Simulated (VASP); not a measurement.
Crystal: Ge2Sb2Te5.

```
Ge Sb Te
1.0
     4.29406    0.00000    0.00000
    -2.14703    3.71877    0.00000
     0.00000    0.00000   17.10135
Ge Sb Te
2 2 5
Direct
  0.33333 0.66667 0.89711
  0.66667 0.33333 0.10290
  0.00000 0.00000 0.67993
  0.00000 0.00000 0.32007
  0.00000 0.00000 0.00000
  0.66667 0.33333 0.79846
  0.33333 0.66667 0.20154
  0.33333 0.66667 0.58011
  0.66667 0.33333 0.41989
```

The cell comes from a database or a generator and needn't be the stable form of this composition.

```yaml
Program: VASP 6.6.1
Task: relaxation of cell and atoms
Functional: PBE
Dispersion: D3(BJ)
Potentials_or_basis: VASP PAW PBE potentials, release 64 (Ge_d, Sb, Te)
Cutoff: 600 eV
k_mesh: 9 × 9 × 2
Occupations: gaussian, width 0.03 eV
Spin: no spin polarisation
```

At the start: pressure -1.4 GPa; volume 30.34 Å³/atom.

Question: Where does the relaxation end?

Answer: Over 24 steps the energy falls by 7.5 meV/atom and the volume is 29.02 Å³/atom (-4.4 %); space group P-3m1 (No. 164, to 0.05 Å).

The path:
```
step  energy change (eV)  largest force (eV/Å)  pressure (GPa)  volume (Å³)
   1              0.0000                0.1054           -1.44       273.09
   2             -0.0529                0.2286            0.09       262.43
   3             -0.0530                0.2189            0.02       262.80
   4             -0.0599                0.1204            0.06       261.99
   5             -0.0623                0.1114            0.09       261.25
   6             -0.0623                0.1132            0.10       261.16
   7             -0.0644                0.0759           -0.09       261.83
   8             -0.0648                0.0487           -0.24       262.33
   9             -0.0660                0.0326           -0.14       261.91
  10             -0.0667                0.0254           -0.01       261.28
  11             -0.0668                0.0207            0.00       261.23
  12             -0.0669                0.0115            0.04       261.08
  13             -0.0669                0.0165           -0.03       261.22
  14             -0.0669                0.0144            0.00       261.17
  15             -0.0669                0.0168           -0.03       261.21
  16             -0.0669                0.0157           -0.01       261.22
  17             -0.0670                0.0136            0.03       261.25
  18             -0.0670                0.0179           -0.03       261.29
  19             -0.0671                0.0106            0.07       261.05
  20             -0.0671                0.0139            0.02       261.13
  21             -0.0671                0.0114            0.02       261.11
  22             -0.0671                0.0104            0.05       261.08
  23             -0.0671                0.0142            0.03       261.10
  24             -0.0671                0.0057            0.03       261.18
```

Final structure:
```
Ge Sb Te
1.0
     4.23068    0.00000    0.00000
    -2.11534    3.66387    0.00000
     0.00000    0.00000   16.84961
Ge Sb Te
2 2 5
Cartesian
  0.0000 2.4426 15.1505
  2.1153 1.2213 1.6991
  0.0000 0.0000 11.4858
  0.0000 0.0000 5.3638
  4.2307 0.0000 16.8496
  2.1153 1.2213 13.4868
  0.0000 2.4426 3.3628
  0.0000 2.4426 9.7552
  2.1153 1.2213 7.0944
```
